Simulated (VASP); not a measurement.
Energy against volume of KMgF3 (cubic perovskite). These are optB88-vdW, VASP's PBE PAW potentials (set 64) (plane waves; VASP 6.6.1) values and carry that method's errors.

| V (Å³/atom) | E (eV/atom) |
|---|---|
| 11.996 | -3.15798 |
| 12.379 | -3.16839 |
| 12.762 | -3.17226 |
| 13.145 | -3.17064 |
| 13.528 | -3.16435 |

Task: Fit a third-order Birch-Murnaghan equation of state.

Result: 
The volume per atom is 12.83 Å³/atom and the bulk modulus is 74.8 GPa. The pressure derivative of the bulk modulus comes out as 4.61 and the lattice constant a is 4.003 Å.

The compound is KMgF3 in the cubic perovskite structure. It was relaxed first.
